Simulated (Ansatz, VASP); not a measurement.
# One calculation of BaSi3, two programs

```xyz
4
Lattice="4.4872 0.0000 0.0000 0.0000 4.4872 0.0000 0.0000 0.0000 4.4872" Properties=species:S:1:pos:R:3 pbc="T T T"
Ba    0.0000    0.0000    0.0000
Si    0.0000    2.2436    2.2436
Si    2.2436    2.2436    0.0000
Si    2.2436    0.0000    2.2436
```

The cell comes from a database or a generator and needn't be the stable form of this composition.

Alike in both runs: task single point; functional PBEsol; k mesh 8 × 8 × 8; occupations gaussian, width 0.05 eV; no spin polarisation.

|  | VASP | Ansatz |
| --- | --- | --- |
| version | VASP 6.6.1 | Ansatz 0.2.0 |
| potentials or method | VASP PAW PBE potentials, release 64 (Ba_sv, Si) | scalar-relativistic, plane waves, PAW |
| plane-wave cutoff (eV) | 520 | 420 |
| valence electrons in the cell | 22 | 22 |

Ansatz gave:

```
gap on the k mesh at the Fermi level (eV) : none
pressure (GPa)                            : -2.6
```

Estimate VASP's values.

gap on the k mesh at the Fermi level (eV): none; pressure (GPa): -1.8.

A gap of «none» marks a metal or a gap that the smearing closes.

Caveats: the PAW data sets were made with another functional, which shifts forces and pressure a little (VASP). Spin-orbit coupling is left out, which matters for the levels of Ba.
